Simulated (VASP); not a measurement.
The input files of a VASP run:

INCAR:
```
SYSTEM = WSi2
PREC = Accurate
ENCUT = 400
EDIFF = 1E-6
NELM = 100
ALGO = Normal
LREAL = .FALSE.
LASPH = .TRUE.
ISMEAR = 1
SIGMA = 0.1
GGA = PE
LMAXMIX = 6
LWAVE = .FALSE.
LCHARG = .FALSE.
ISIF = 2
```

KPOINTS:
```
Automatic mesh
0
Monkhorst-Pack
10 9 5
0 0 0
```

File POSCAR:
```
WSi2
1
   -1.6371000000     1.6371000000     3.9933000000
    1.6371000000    -1.6371000000     3.9933000000
    1.6371000000     1.6371000000    -3.9933000000
Si W
2 1
Direct
  0.6650000000   0.6650000000   0.0000000000
  0.3350000000   0.3350000000   0.0000000000
  0.0000000000   0.0000000000   0.0000000000
```

POTCAR, in this order: Si W_sv (PBE.64 set). Program: vasp_std.

Output of the run:

File standard output:
```
 POSCAR found type information on POSCAR SiW
 POSCAR found :  2 types and       3 ions
 Reading from existing POTCAR
 Reading from existing POTCAR
 LDA part: xc-table for (Slater+PW92), standard interpolation

 -----------------------------------------------------------------------------
|                                                                             |
|           W    W    AA    RRRRR   N    N  II  N    N   GGGG   !!!           |
|           W    W   A  A   R    R  NN   N  II  NN   N  G    G  !!!           |
|           W    W  A    A  R    R  N N  N  II  N N  N  G       !!!           |
|           W WW W  AAAAAA  RRRRR   N  N N  II  N  N N  G  GGG   !            |
|           WW  WW  A    A  R   R   N   NN  II  N   NN  G    G                |
|           W    W  A    A  R    R  N    N  II  N    N   GGGG   !!!           |
|                                                                             |
|     Your reciprocal lattice and k-lattice belong to different lattice       |
|     classes:                                                                |
|                                                                             |
|        The reciprocal lattice is body-centered tetragonal,                  |
|        whereas your k-lattice is triclinic.                                 |
|                                                                             |
|     Results are often still useful ...                                      |
|                                                                             |
 -----------------------------------------------------------------------------

 POSCAR, INCAR and KPOINTS ok, starting setup
 WAVECAR not read
 entering main loop
       N       E                     dE             d eps       ncg     rms          rms(c)
DAV:   1     0.107918143037E+03    0.10792E+03   -0.96231E+03  6766   0.122E+03
DAV:   2    -0.221065068537E+02   -0.13002E+03   -0.12830E+03  7786   0.317E+02
DAV:   3    -0.256666041951E+02   -0.35601E+01   -0.34754E+01  9172   0.466E+01
DAV:   4    -0.256929368540E+02   -0.26333E-01   -0.26312E-01  7625   0.465E+00
DAV:   5    -0.256932854601E+02   -0.34861E-03   -0.34859E-03  9235   0.527E-01    0.227E+01
DAV:   6    -0.248795178079E+02    0.81377E+00   -0.56086E+00  8241   0.168E+01    0.715E+00
DAV:   7    -0.247918218315E+02    0.87696E-01   -0.45884E-01  7800   0.385E+00    0.438E+00
DAV:   8    -0.247653332983E+02    0.26489E-01   -0.65273E-02  8738   0.223E+00    0.311E-01
DAV:   9    -0.247649385167E+02    0.39478E-03   -0.15607E-03  8031   0.323E-01    0.191E-01
DAV:  10    -0.247648599819E+02    0.78535E-04   -0.39718E-04  8437   0.195E-01    0.344E-02
DAV:  11    -0.247648511989E+02    0.87830E-05   -0.51909E-05  8584   0.590E-02    0.153E-02
DAV:  12    -0.247648509226E+02    0.27633E-06   -0.22805E-06  5916   0.103E-02
   1 F= -.24764851E+02 E0= -.24764721E+02  d E =-.391256E-03
```

**OUTCAR**
```
------------------------ aborting loop because EDIFF is reached ----------------------------------------
  FORCE on cell =-STRESS in cart. coord.  units (eV):
  Direction    XX          YY          ZZ          XY          YZ          ZX
  --------------------------------------------------------------------------------------
  Total       -2.1471776     -2.1471776     -2.5724392      0.0000000      0.0000000      0.0000000
  in kB      -80.3593106    -80.3593106    -96.2749619      0.0000000      0.0000000      0.0000000
  external PRESSURE =     -85.6645277 kB  Pullay stress =       0.0000000 kB
  volume of cell :       42.81
      direct lattice vectors                 reciprocal lattice vectors
    -1.637100000  1.637100000  3.993300000     0.000000000  0.305418117  0.125209726
     1.637100000 -1.637100000  3.993300000     0.305418117  0.000000000  0.125209726
     1.637100000  1.637100000 -3.993300000     0.305418117  0.305418117  0.000000000
 POSITION                                       TOTAL-FORCE (eV/Angst)
 -----------------------------------------------------------------------------------
      0.00000      0.00000      5.31109        -0.000000     -0.000000     -0.051075
      0.00000      0.00000      2.67551         0.000000      0.000000      0.051075
      0.00000      0.00000      0.00000        -0.000000     -0.000000      0.000000
 -----------------------------------------------------------------------------------
    total drift:                                0.000000      0.000000     -0.000000
  FREE ENERGIE OF THE ION-ELECTRON SYSTEM (eV)
  ---------------------------------------------------
  free  energy   TOTEN  =       -24.7648509226 eV

  energy  without entropy=      -24.7644596667  energy(sigma->0) =      -24.76472050
```
(Selected blocks of OUTCAR.)

Q: Read input and log: which fault does this run have?
(A) the mesh has unequal divisions along equivalent axes and breaks the lattice's symmetry
(B) the lattice vectors form a left-handed set
(C) ICHARG = 11 asks for a fixed density, but there is no CHGCAR
(D) the Γ-only program was given a k-mesh

A: A, the mesh has unequal divisions along equivalent axes and breaks the lattice's symmetry. The run ends without an error. Against the sound run, the energy per atom (σ→0) decreases by 0.001 eV/atom; the pressure falls by 0.02 GPa; the largest force falls by 0.036 eV/Å.

To mend it, correct KPOINTS.
### KPOINTS
```
Automatic mesh
0
Gamma
10 10 10
0 0 0
```
The mended run (PBE GGA, plane waves, VASP's PBE PAW potentials (set 64)) converges, and its OSZICAR ends with
```
   1 F= -.24762609E+02 E0= -.24762591E+02  d E =-.524936E-04
```

The compound is WSi2 in the MoSi2 type structure. The cell was not relaxed at this level.
